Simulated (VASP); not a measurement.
Consider the following.

```xyz
8
Lattice="5.0621 0.0000 0.0000 0.0000 5.0621 0.0000 0.0000 0.0000 5.0621" Properties=species:S:1:pos:R:3 pbc="T T T"
Be     0.0361     5.0260     5.0260
Be     2.4950     2.5671     5.0260
Be     2.4950     5.0260     2.5671
Be     0.0361     2.5671     2.5671
Se     1.2655     1.2655     1.2655
Se     3.7966     3.7966     1.2655
Se     3.7966     1.2655     3.7966
S      1.2655     3.7966     3.7966
```

Level of theory: PBEsol GGA, VASP's PBE PAW potentials (set 64) (plane waves; VASP). Numerical set-up: 400 eV cut-off, Gaussian smearing of 0.050 eV, potentials Be Se S.

**Question.** Give the energies of bands 7 to 20 at the high-symmetry points, in eV from the valence-band maximum.

**Answer.** 
| band | Γ | X | M | R |
|---|---|---|---|---|
| 7 | -5.19 | -3.95 | -4.61 | -5.93 |
| 8 | -2.90 | -3.95 | -4.35 | -5.70 |
| 9 | -2.90 | -3.64 | -3.60 | -1.56 |
| 10 | -2.90 | -3.38 | -3.16 | -1.56 |
| 11 | -2.62 | -2.95 | -3.16 | -1.56 |
| 12 | -2.62 | -2.85 | -2.99 | -0.93 |
| 13 | -2.62 | -1.93 | -1.47 | -0.93 |
| 14 | 0.00 | -1.93 | -1.47 | -0.93 |
| 15 | 0.00 | -1.46 | -1.04 | -0.75 |
| 16 | 0.00 | -1.46 | -0.83 | -0.75 |
| 17 | 2.38 | 3.73 | 4.88 | 4.31 |
| 18 | 2.38 | 3.81 | 5.08 | 4.55 |
| 19 | 2.76 | 5.59 | 5.29 | 4.55 |
| 20 | 4.22 | 5.88 | 5.29 | 4.55 |

The gap is direct, 2.39 eV, from the valence maximum at Γ to the conduction minimum at Γ.

The structure was generated: Be4SSe3 was put into an ordered model structure (P-43m), which need not be its known phase. It was relaxed first.
